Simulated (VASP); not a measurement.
Level of theory: PBEsol GGA, VASP's PBE PAW potentials (set 64) (plane waves; VASP).

A VASP calculation is set up with these files.

File KPOINTS:
```
Automatic mesh
0
Gamma
12 12 12
0 0 0
```

**INCAR**
```
SYSTEM = Pm
PREC = Accurate
ENCUT = 480
EDIFF = 1E-7
NELM = 100
ALGO = Normal
LREAL = .FALSE.
LASPH = .TRUE.
ISMEAR = 1
SIGMA = 0.1
GGA = PS
LMAXMIX = 6
LWAVE = .FALSE.
LCHARG = .FALSE.
ISIF = 2
```

**POSCAR**
```
Pm
1
   -3.0895863913     3.0895863913     1.7179904403
    3.0895863913    -3.0895863913     1.7179904403
    2.9982685669     2.9982685669    -1.7179904403
Pm
2
Direct
  0.7500000000   0.2500000000   0.5000000000
  1.0000000000   0.0000000000   0.0000000000
```

POTCAR, in this order: Pm_3 (PBE.64 set). Program: vasp_std.

The 4f electrons are frozen in the core of the lanthanide potential, so 4f levels, which can set the real gap, and their magnetism are missing.

**Question.** Predict the energy per atom (σ→0), band gap (on the k-mesh).

**Answer.** 
| Item | Value |
|---|---|
| energy per atom (σ→0) | -4.759 eV/atom |
| band gap (on the k-mesh) | none (metal, semimetal or under 0.01 eV) |

OSZICAR:
```
...
DAV:   7    -0.951932908685E+01    0.20621E-03   -0.68998E-02  9422   0.178E+00    0.470E-01
DAV:   8    -0.951796904338E+01    0.13600E-02   -0.72125E-03  9485   0.581E-01    0.811E-02
DAV:   9    -0.951797621582E+01   -0.71724E-05   -0.13999E-04 11536   0.871E-02    0.418E-02
DAV:  10    -0.951797288406E+01    0.33318E-05   -0.81461E-06  9611   0.176E-02    0.239E-02
DAV:  11    -0.951797348617E+01   -0.60211E-06   -0.12305E-06 10479   0.860E-03    0.843E-03
DAV:  12    -0.951797326707E+01    0.21910E-06   -0.62661E-08  6951   0.187E-03    0.180E-03
DAV:  13    -0.951797320220E+01    0.64874E-07   -0.16686E-08  6132   0.958E-04
   1 F= -.95179732E+01 E0= -.95181600E+01  d E =0.560540E-03
```

The structure was generated: Pm was put into the beta-Sn type (I4_1/amd), which need not be its known phase. This cell was strained or had an atom moved on purpose.
